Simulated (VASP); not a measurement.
An input for Quantum ESPRESSO's pw.x (written as the equivalent of a VASP run, and not itself run):

```
&CONTROL
  calculation = 'vc-relax'
  pseudo_dir = './pseudo'
  outdir = './out'
  tprnfor = .true.
  tstress = .true.
  nstep = 60
  forc_conv_thr = 0.00039
/
&SYSTEM
  ibrav = 0
  nat = 1
  ntyp = 1
  ecutwfc = 80
  occupations = 'smearing'
  smearing = 'methfessel-paxton'
  degauss = 0.00735
  input_dft = 'vdw-df-cx'
/
&ELECTRONS
  conv_thr = 7.3e-08
  electron_maxstep = 100
/
&IONS
/
&CELL
/
ATOMIC_SPECIES
  Mo 95.950 Mo.upf
CELL_PARAMETERS angstrom
    -1.5750000    1.5750000    1.5750000
     1.5750000   -1.5750000    1.5750000
     1.5750000    1.5750000   -1.5750000
ATOMIC_POSITIONS crystal
  Mo   0.0000000  0.0000000  0.0000000
K_POINTS automatic
  15 15 15 0 0 0
```

Q: Write the VASP files for the same calculation (vdW-DF-cx).

A: One answer among several that fit: 
### KPOINTS
```
Automatic mesh
0
Gamma
15 15 15
0 0 0
```

### POSCAR
```
Mo
1
   -1.5750000000     1.5750000000     1.5750000000
    1.5750000000    -1.5750000000     1.5750000000
    1.5750000000     1.5750000000    -1.5750000000
Mo
1
Direct
  0.0000000000   0.0000000000   0.0000000000
```

INCAR:
```
! general
SYSTEM   = Mo
PREC     = Accurate
ENCUT    = 520   ! plane-wave cut-off (eV)
LREAL    = .FALSE.   ! projection in real space or not
LASPH    = .TRUE.   ! aspherical one-centre terms

! electronic loop
EDIFF    = 1E-6   ! SCF stop (eV)
NELM     = 100   ! most electronic steps
ALGO     = Normal
LMAXMIX  = 4   ! l cut-off of mixed one-centre charges

! smearing
ISMEAR   = 1
SIGMA    = 0.1

! functional
GGA      = CX
LUSE_VDW = .TRUE.
AGGAC    = 0.0

! ions
IBRION   = 2   ! conjugate gradients
NSW      = 60   ! most ionic steps
ISIF     = 3   ! ions, shape and volume
EDIFFG   = -0.01

! output
LWAVE    = .FALSE.
LCHARG   = .FALSE.
```

POTCAR, in this order: Mo_sv (PBE.64 set). Program: vasp_std.

The two are equivalent in intent, not identical: the potentials are each code's own (VASP's PAW set, PseudoDojo norm-conserving files in pw.x), so ENCUT and ecutwfc are chosen apart and not converted; conv_thr bounds pw.x's estimated SCF error, while EDIFF bounds the energy change between steps; forc_conv_thr acts on force components and is met together with etot_conv_thr.

The compound is Mo in the bcc structure. This run relaxes it. Symmetry was kept, so distortions that lower it aren't found.
